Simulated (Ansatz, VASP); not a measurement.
# Cross-check of SnSe between VASP and Ansatz, part 2 of 2

Aim: how closely do two programs agree when they are given the same cell, functional and k mesh? The cell is taken from a series of runs on this material, whose earlier steps may have relaxed, scaled, displaced or heated it; both programs get it as it stands.

VASP 6.6.1 and Ansatz 0.2.0.

So far: Starting point; VASP: G0W0 gap, PBE.

## (3) Ansatz: G0W0 gap, PBE

Level of this step: Ansatz beside VASP: Kohn-Sham DFT, plane waves, PBE (Ansatz).

Ansatz runs on its default PAW (the set named soft_2) files.

The same cell, functional and mesh now go to Ansatz, which takes its cutoff from its data sets.

The input, input.yaml:

```yaml
crystal:
  lattice:
    - [11.501, 0.0, 0.0]
    - [0.0, 4.153, 0.0]
    - [0.0, 0.0, 4.446]
  atoms:
    - { symbol: Sn, position: [0.6180623224, 0.75, 0.3973982494] }
    - { symbol: Sn, position: [0.8819376776, 0.25, 0.8973982494] }
    - { symbol: Sn, position: [0.3819376776, 0.25, 0.6026017506] }
    - { symbol: Sn, position: [0.1180623224, 0.75, 0.1026017506] }
    - { symbol: Se, position: [0.1433580133, 0.25, 0.5232104896] }
    - { symbol: Se, position: [0.6433580133, 0.25, 0.9767895104] }
    - { symbol: Se, position: [0.3566419867, 0.75, 0.0232104896] }
    - { symbol: Se, position: [0.8566419867, 0.75, 0.4767895104] }
kpoints:
  mp_grid: { grid: [2, 4, 4] }
hamiltonian:
  xc: pbe
scf:
  occupations: { method: fixed }
gw:
  n_empty_bands: 453
  ecut_chi: 96
  qp_bands: [v2, c2]
  qp_kpoints: band_edges
  screening: { model: contour_deformation }
```

Started as:

```sh
ansatz run input.yaml --threads 3 --pin off --max-ram 92160MiB --backend cuda --events-out ev --progress --plain --runs-dir out --devices 1 --max-vram 13GiB
```

Numbers of over 12 decimals in the logs are rounded to 6 here.

The log of the run:

```text
GPUs: using 1 of 1 available (devices: 1).
Engine: ansatz 0.2.0, x86_64-unknown-linux-gnu
Pseudopotentials: kind: paw
Pseudopotential: Sn, paw, valence charge 14, recommended cutoff 420 eV (normal), Sn.paw.azcp
Pseudopotential: Se, paw, valence charge 16, recommended cutoff 420 eV (normal), Se.paw.azcp
Functional definition: PBE
  parameter kappa = 0.804
  parameter beta = 0.066725
  exchange = pbe_x(kappa = kappa, mu = beta*pi^2/3)
  correlation = pbe_c(beta = beta)
device memory: the entry about to start is reckoned to put 3.8 GiB on a device that reports 47.4 GiB free (of which the cap on the GPU budget leaves the run 13.0 GiB)
GPU FFT provider: cuFFT
GPU libraries: cuBLAS 13.8.2, cuFFT 12.4.0, cuSOLVER 12.3.4
Crystal: 8 atoms, lattice volume = 212.357 Å³
Basis set: ecut = 420 eV, 4145 PW (Γ)
Bands: 72, of which v1, the nominal top of the filled ones, is band 60 counted from 1 (59 counted from 0)
Symmetry: 8 space group operations
Space group: Pnma (ITA 62), of the structure as read, at distance tolerance 6.0e-5 Å
k-points: 18 of 32
Non-local potential: Sn, projectors of the file, l = 0: 2, l = 1: 2, l = 2: 2, l = 3: 2
Non-local potential: Se, projectors of the file, l = 0: 2, l = 1: 2, l = 2: 3, l = 3: 1
PAW form: soft (Blöchl's): semilocal exchange-correlation on the pseudo side does not see the compensation charge
PAW one-centre angular grid: Sn, 590 points (default); XC on 64 Gauss nodes
PAW one-centre angular grid: Se, 590 points (default); XC on 64 Gauss nodes
Initial density: superposition of atomic densities (neutral atoms: chi_scale 0, normalization atom), corrected by the library's trained network
Initial wavefunctions: pseudopotential atomic-orbital guess
GPU buffer pool allocated for 72000 grid points (all kernels)
GPU transforms: local potential and band sums: pruned to the plane-wave sphere, on 80×27×30
Functional: x = pbe(κ = 0.804, μ = 0.219515), c = pbe(β = 0.066725)
SCF iter   1: F=—  HF=-45976.623865 eV  |F-HF|=—  |Δ(HF+E_count)|=         —  Δρ=1.28e-3  dr2=3.31e-3  ethr=1.77e-3  ⟨swp⟩=5.0  Hψ=4053  notcnv=0  defer=172
preconditioner: auto → Resta (q_TF=auto, 2.481 Å⁻¹)  ε∞=2.8  [insulator: Δε(μ)=0.846 eV  Ē_g=16.757 eV  n_scr=56 (ndim 8)  ℏωp=22.8 eV  f_vac=0.001  ε∞_Penn≈2.8]
SCF iter   2: F=—  HF=-45976.621387 eV  |F-HF|=—  |Δ(HF+E_count)|=   2.48e-3  Δρ=6.55e-4  dr2=7.66e-4  ethr=2.76e-6  ⟨swp⟩=2.1  Hψ=2617  notcnv=0  defer=174
SCF iter   3: F=—  HF=-45976.621701 eV  |F-HF|=—  |Δ(HF+E_count)|=   3.15e-4  Δρ=2.78e-4  dr2=1.17e-4  ethr=6.38e-7  ⟨swp⟩=2.0  Hψ=1951  notcnv=0  defer=174
SCF iter   4: F=—  HF=-45976.621791 eV  |F-HF|=—  |Δ(HF+E_count)|=   9.00e-5  Δρ=7.96e-5  dr2=1.22e-5  ethr=9.77e-8  ⟨swp⟩=2.2  Hψ=1665  notcnv=0  defer=145
SCF iter   5: F=—  HF=-45976.621796 eV  |F-HF|=—  |Δ(HF+E_count)|=   4.32e-6  Δρ=1.94e-5  dr2=7.51e-7  ethr=1.02e-8  ⟨swp⟩=2.1  Hψ=2239  notcnv=0  defer=109
SCF iter   6: F=—  HF=-45976.621795 eV  |F-HF|=—  |Δ(HF+E_count)|=   6.90e-7  Δρ=8.08e-6  dr2=1.15e-7  ethr=8.33e-11  ⟨swp⟩=10.4  Hψ=5937  notcnv=0
SCF iter   7: F=-45976.621795 eV  HF=-45976.621795 eV  |F-HF|=4.93e-9  |Δ(HF+E_count)|=   1.11e-7  Δρ=1.80e-6  dr2=5.79e-9  ethr=8.33e-11  ⟨swp⟩=3.2  Hψ=3061  notcnv=0
SCF 1 converged in 7 iterations: F = -45976.621795 eV  dr2 = 5.79e-9
  greatest PAW one-centre occupation: 1.000 electrons in one spin orbital (limit 2), on the Se atom at site 7 (counted from 0), in its partial waves of l = 2
device memory: the entry about to start is reckoned to put 4.6 GiB (of the 4.7 GiB reckoned in all, the device holds 0.1 GiB already) on a device that reports 50.5 GiB free (of which the cap on the GPU budget leaves the run 12.9 GiB)
NSCF: frozen V_eff on 18 k-points
the band table was solved once the SCF had ended and its energy, with any forces and stress, was formed, with the checks that follow a solve (4930 applications of the Hamiltonian). They found nothing against the state; the energy, forces and stress were not computed again (output.eigenvalues in the input reference)
device memory: the entry about to start is reckoned to put 5.7 GiB on a device that reports 51.5 GiB free (of which the cap on the GPU budget leaves the run 13.0 GiB)
NSCF: frozen V_eff on 18 k-points
G₀W₀ screening: q 1/18
[... further progress lines ...]
SCF converged after 7 iterations
Free energy (F): -45976.621795 eV
Harris-Foulkes:  -45976.621795 eV  (|F-HF|=4.93e-9)
Internal energy: -45976.621795 eV  (E = F + TS)
E sigma→0 (E₀):  -45976.621795 eV
Fermi energy:    8.894452 eV
--- Per-component energies (eV) ---
  E_band       = -1870.503308
  E_kinetic    = 1216.600095
  E_local      = -13186.472836  (includes V_loc(G=0)·N_el)
  E_nonlocal   = -2513.831174
  E_hartree    = 6960.463551
  E_xc         = -1950.292720
  E_vxc        = -779.763326  (∫ρ·V_xc dr)
  E_paw        = -24179.850691  (= ΣΔE_a)
  E_vpaw       = -527.964825  (= ΣTr[D̂ρ^β])
  E_aug_tail   = -0.002343  (compensation charges beyond the density's cutoff)
  E_ewald      = -12323.235677
  E_smearing   = -0.000000  (= −TS)
  E_closure    = 0.000000  (closes the sum)
  Σ components = -45976.621795   (vs F -45976.621795, Δ=0.00e0)
--- Band table (eV; the first three rows and the last of 18) ---
  k-point 0: bands = [... 56 lower, 7.5384, 7.8746, 8.3512, 8.5637, 9.7444, 11.9950, 12.1835, 12.1981, ... 8 higher]
  k-point 1: bands = [... 56 lower, 7.8905, 7.9862, 8.5179, 8.8024, 10.0512, 10.4820, 11.2806, 11.3455, ... 8 higher]
  k-point 2: bands = [... 56 lower, 8.3158, 8.3158, 8.8825, 8.8825, 10.3593, 10.3593, 10.7052, 10.7052, ... 8 higher]
  k-point 17: bands = [... 56 lower, 7.5334, 7.5334, 7.5334, 7.5334, 11.5403, 11.5403, 11.5403, 11.5403, ... 8 higher]
--- G₀W₀: contour deformation, 7 samples at zero and on the imaginary axis and 1 off it, 32 q-points, 453 empty bands' worth ---
  eigenvalues of the whole cell's RPA ε∞ on this k-mesh (on a slab, of 1 + 4πα/V) = 15.4342, 16.8095, 25.1971; static W/v taken at q = 0 is 0.054955
  bands read: the sum over 513 bands ends inside a degenerate multiplet in 14 slots, whose members it reads at an even weight; the widest, k=15: bands 513 to 516 (counted from 1) at 1/4 each
  gw.qp_kpoints: band_edges: 12 of 18 stored k-points solved, in 1 pass; an edge of the gap read off the rows below is read off those points alone
    valence top: of the k-points left out ik 5 came nearest to being solved in a further pass, in band 59 (counted from 1, as in the quasiparticle table): it holds the edge there only if its correction is more favourable than any solved in that band by at least 0.723 eV; those differ by 0.100 eV
    conduction bottom: of the k-points left out ik 7 came nearest to being solved in a further pass, in band 62 (counted from 1, as in the quasiparticle table): it holds the edge there only if its correction is more favourable than any solved in that band by at least 0.659 eV; those differ by 0.103 eV
    ik  band        ε_KS         Σx   Σc(E_QP)       V_xc       Z   E_QP_lin       E_QP  E_QP is
     0    59      8.3512   -16.1447     1.4579   -14.3531  0.7395     8.0150     8.0176  root
     0    60      8.5637   -16.4046     1.3846   -14.7027  0.7430     8.2442     8.2463  root
     0    61      9.7444    -8.5582    -3.2390   -11.7805  0.7727     9.7277     9.7277  root
     0    62     11.9950    -8.5505    -4.0918   -12.7329  0.7468    12.0858    12.0855  root
     1    59      8.5179   -16.3556     1.3161   -14.7294  0.7443     8.2059     8.2078  root
     1    60      8.8024   -15.8829     0.7596   -14.8618  0.7526     8.5398     8.5409  root
     1    61     10.0512    -8.6304    -3.4135   -12.0698  0.7707    10.0771    10.0770  root
     1    62     10.4820    -9.1829    -3.2683   -12.4791  0.7694    10.5100    10.5100  root
     2    59      8.8825   -15.0033     0.4078   -14.3533  0.7580     8.6394     8.6403  root
     2    60      8.8825   -15.0033     0.4078   -14.3533  0.7580     8.6394     8.6403  root
     2    61     10.3593    -9.4961    -3.2048   -12.7126  0.7697    10.3711    10.3711  root
     2    62     10.3593    -9.4961    -3.2048   -12.7126  0.7697    10.3711    10.3711  root
     3    59      8.3709   -16.4984     1.5037   -14.6591  0.7406     8.0329     8.0354  root
     3    60      8.7671   -15.8284     0.5979   -14.9756  0.7558     8.5111     8.5121  root
     3    61     10.0862    -8.9650    -3.1608   -12.1198  0.7699    10.0803    10.0803  root
     3    62     10.1711    -8.4901    -3.4743   -11.9870  0.7712    10.1937    10.1937  root
     4    59      8.2646   -15.3878     1.1562   -13.8926  0.7457     7.9231     7.9257  root
     4    60      8.4845   -15.7942     1.1097   -14.3657  0.7474     8.1637     8.1657  root
     4    61      9.9636    -9.3588    -3.3057   -12.7137  0.7718    10.0128    10.0128  root
     4    62     10.6172    -8.6069    -3.5099   -12.1527  0.7659    10.6531    10.6531  root
     6    59      8.3243   -15.6763     1.0560   -14.2836  0.7494     7.9854     7.9877  root
     6    60      8.3243   -15.6763     1.0560   -14.2836  0.7494     7.9854     7.9877  root
     6    61     10.0499    -8.3876    -3.3088   -11.6839  0.7717    10.0373    10.0373  root
     6    62     10.0499    -8.3876    -3.3088   -11.6839  0.7717    10.0373    10.0373  root
[...]
13    59      8.5358   -16.0578     1.1463   -14.5946  0.7469     8.2169     8.2189  root
    13    60      8.5358   -16.0578     1.1463   -14.5946  0.7469     8.2169     8.2189  root
    13    61     10.8292    -9.1925    -3.5741   -12.8428  0.7629    10.9054    10.9053  root
    13    62     10.8292    -9.1925    -3.5741   -12.8428  0.7629    10.9054    10.9053  root
    15    59      8.0874   -14.9809     0.9794   -13.6676  0.7484     7.7509     7.7534  root
    15    60      8.0874   -14.9809     0.9794   -13.6676  0.7484     7.7509     7.7534  root
    15    61     10.4907    -9.7095    -3.3104   -13.0580  0.7654    10.5289    10.5288  root
    15    62     10.4907    -9.7095    -3.3104   -13.0580  0.7654    10.5289    10.5288  root
```

Reading the cycles: dr2 is the Hartree energy of the density residual (eV), the measure of convergence; HF is the Harris–Foulkes estimate of the energy, which meets the free energy F at convergence.

## (4) Differences

Known differences besides the potentials themselves: fixed occupations in Ansatz, narrow Gaussian smearing in VASP; the data sets hold 120 valence electrons in Ansatz (on its default PAW (the set named soft_2) files) and 80 in VASP; the cutoff is 420 eV in Ansatz and 300 eV in VASP; VASP leaves aspherical gradient terms in its spheres out (LASPH is not set), Ansatz keeps them; Ansatz integrates over frequency by contour deformation, VASP on a grid of NOMEGA points; Ansatz's G0W0 levels solve the quasiparticle equation, VASP's are linearised. Total energies have different zeros and are not compared.

Compared:

```
                   quantity  Ansatz  VASP  difference
  G0W0 gap on the mesh (eV)    1.07  1.06       +0.01
Kohn-Sham gap under it (eV)    0.85  0.85        0.00
```

## (5) Summary of results

```
difference in G0W0 gap on the mesh (G0W0 gap, PBE) : 0.0074 eV
```

In words: The difference in G0W0 gap on the mesh is 0.0074 eV (G0W0 gap, PBE). The data sets hold unlike numbers of valence electrons (120 in Ansatz and 80 in VASP), so part of the differences comes from the potentials. How closely two codes agree says nothing of how well the functional describes the real material.

[Lines on the potential files, build, host, timing and source positions are cut from VASP's logs without a mark.]

[Logs are printed without paths, hosts, clocks, repeated set-up lines and the standing remarks that a program may print on its own settings, such as how far it seeks lower states.]

[Hosts, paths, dates, database ids (printed as entryN), source tags and the programs' standing remarks are cut or masked in the printed files.]
